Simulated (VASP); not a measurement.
Set up this calculation in VASP 6.6.1, as the native input.

| Property | Result |
| --- | --- |
| Task | relaxation of cell and atoms |
| Functional | PBE |
| Potentials or basis | VASP PAW PBE potentials, release 64 (Si, B) |
| Cutoff | 520 eV |
| k mesh | 8 × 8 × 8 |
| Occupations | gaussian, width 0.15 eV |
| Spin | no spin polarisation |
| Further INCAR settings | PREC = Normal; ALGO = Fast; EDIFF = 0.0001; IBRION = 2; EDIFFG = -0.08; NSW = 24; ISIF = 3 |

The structure of SiB lies in POSCAR:

```
SiB
1.0
    0.0000000000      2.2874687900      2.2874687900
    2.2874687900      0.0000000000      2.2874687900
    2.2874687900      2.2874687900      0.0000000000
Si B
1 1
Direct
    0.0000000000      0.0000000000      0.0000000000
    0.5000000000      0.5000000000      0.5000000000
```

The cell was built by a generator and needn't be a form met in nature.

These files were run (other wordings do the same):

INCAR

```
ALGO     = Fast           # electronic algorithm
EDIFF    = 1E-4           # SCF threshold, eV
EDIFFG   = -0.08          # ionic threshold
ENCUT    = 520            # plane-wave cutoff, eV
GGA      = PE             # functional
IBRION   = 2              # ionic algorithm
ISIF     = 3              # what is computed and relaxed
ISMEAR   = 0              # smearing method
KPAR     = 2            
LASPH    = True           # aspherical terms in the spheres
LCHARG   = False          # write CHGCAR
LREAL    = False          # projectors in reciprocal space
LWAVE    = False          # write WAVECAR
NELM     = 60             # most SCF steps
NSW      = 24             # ionic steps
PREC     = Normal         # precision mode
SIGMA    = 0.15           # smearing width, eV
```

KPOINTS

```
k-points
0
Gamma
  8 8 8
```

Potentials or basis: VASP PAW PBE potentials, release 64 (Si, B).

Command:

```console
$ cat potpaw_PBE.64/Si/POTCAR potpaw_PBE.64/B/POTCAR > POTCAR
$ mpirun -np 2 vasp_std > vasp.out
```

Results of the run:

```json
{
 "Relaxed volume": "10.07 Å³/atom",
 "Relaxed cell": "a = 3.054 Å, b = 3.054 Å, c = 3.054 Å, α = 60.00°, β = 60.00°, γ = 60.00°",
 "Space group after relaxing (to 0.05 Å)": "Fm-3m (No. 225)",
 "Energy gained by relaxing": "133.4 meV/atom",
 "Ionic steps": "3",
 "Pressure after relaxing": "0.0 GPa",
 "Band gap on the k mesh": "none (metal or under the smearing width)"
}
```

Caveat: the volume moved by over 15 % at a fixed basis, so the end points are rough.

Run time: 1.9 s on 2 MPI ranks on Intel(R) Xeon(R) 6975P-C (Granite Rapids) (shared host), peak memory 0.1 GiB a rank.
